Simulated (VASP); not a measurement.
The input files of a VASP run:

File KPOINTS:
```
Automatic mesh
0
gamma
 3 5 3
0 0 0
```

### INCAR
```
ALGO = Normal   ! blocked Davidson
LCHARG = F
LMAXMIX = 4
PREC = Accurate
ENCUT = 300   ! plane-wave cut-off (eV)
ISIF = 2
LASPH = T
NELM = 100
EDIFF = 1E-6
LWAVE = F
SYSTEM = MoAs
SIGMA = 0.1   ! width (eV)
LREAL = F
ISMEAR = -1   ! Fermi-Dirac
```

**POSCAR**
```
MoAs
1
    6.0332500000     0.0000000000     0.0000000000
    0.0000000000     3.3840500000     0.0000000000
    0.0000000000     0.0000000000     6.3754300000
Mo As
4 4
Direct
  0.5143400000   0.2500000000   0.6826500000
  0.4856600000   0.7500000000   0.3173500000
  0.9856600000   0.7500000000   0.1826500000
  0.0143400000   0.2500000000   0.8173500000
  0.6886600000   0.2500000000   0.0698700000
  0.3113400000   0.7500000000   0.9301300000
  0.8113400000   0.7500000000   0.5698700000
  0.1886600000   0.2500000000   0.4301300000
```

POTCAR, in this order: Mo_sv As (LDA.64 set). Program: vasp_std.

Write an equivalent input for Ansatz.

One equivalent input (not run):
Ansatz 0.2 input:
```yaml
crystal:
  lattice:
    - [6.0332500, 0.0000000, 0.0000000]
    - [0.0000000, 3.3840500, 0.0000000]
    - [0.0000000, 0.0000000, 6.3754300]
  atoms:
    - { symbol: Mo, position: [0.5143400, 0.2500000, 0.6826500] }
    - { symbol: Mo, position: [0.4856600, 0.7500000, 0.3173500] }
    - { symbol: Mo, position: [0.9856600, 0.7500000, 0.1826500] }
    - { symbol: Mo, position: [0.0143400, 0.2500000, 0.8173500] }
    - { symbol: As, position: [0.6886600, 0.2500000, 0.0698700] }
    - { symbol: As, position: [0.3113400, 0.7500000, 0.9301300] }
    - { symbol: As, position: [0.8113400, 0.7500000, 0.5698700] }
    - { symbol: As, position: [0.1886600, 0.2500000, 0.4301300] }
kpoints:
  mp_grid: { grid: [3, 5, 3] }
hamiltonian:
  xc: lda
  pseudopotentials: { kind: paw }
scf:
  occupations: { method: fermi_dirac, width: 0.1 }
  max_iter: 100
output: { forces: true, stress: true, eigenvalues: true }
```
Limits of the translation: each code has its own PAW files, so the cut-off isn't converted (ENCUT is set for VASP's; basis.ecutwfc is left out, and Ansatz then takes the one that its files recommend); Ansatz stops its SCF on the density residual and VASP on the energy change (EDIFF); Ansatz's lda is the Perdew-Wang form, while the LDA potentials of VASP carry Perdew-Zunger's.

The structure comes from a computed database's MoAs entry (Pnma); how it stands against other phases isn't given here. The cell was not relaxed at this level. The k-mesh is coarse (spacing up to 0.37 per Å, 2π included), so the numbers may not be converged in it.
